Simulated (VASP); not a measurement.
Consider the following.

```xyz
2
Lattice="2.5031 0.0000 0.0000 0.0000 2.5031 0.0000 0.0000 0.0000 2.5031" Properties=species:S:1:pos:R:3 pbc="T T T"
Mg     0.0000     0.0000     0.0000
O      1.2515     1.2515     1.2515
```

Level of theory: PBEsol GGA, VASP's PBE PAW potentials (set 64) (plane waves; VASP). Settings: 620 eV cut-off, 10×10×10 Γ-centred mesh, Gaussian smearing of 0.050 eV, potentials Mg O.

### Question
Predict the energy per atom (σ→0), pressure, band gap (on the k-mesh) with the smallest direct gap where there is one.

### Answer

The band gap (on the k-mesh) is 4.02 eV, the smallest direct gap (on the k-mesh) is 5.22 eV and the energy per atom (σ→0) is -5.410 eV/atom. The pressure is 30.00 GPa.

The structure was generated: MgO was put into the CsCl type type (Pm-3m), which need not be its known phase. It was relaxed first under an external pressure of 30 GPa.
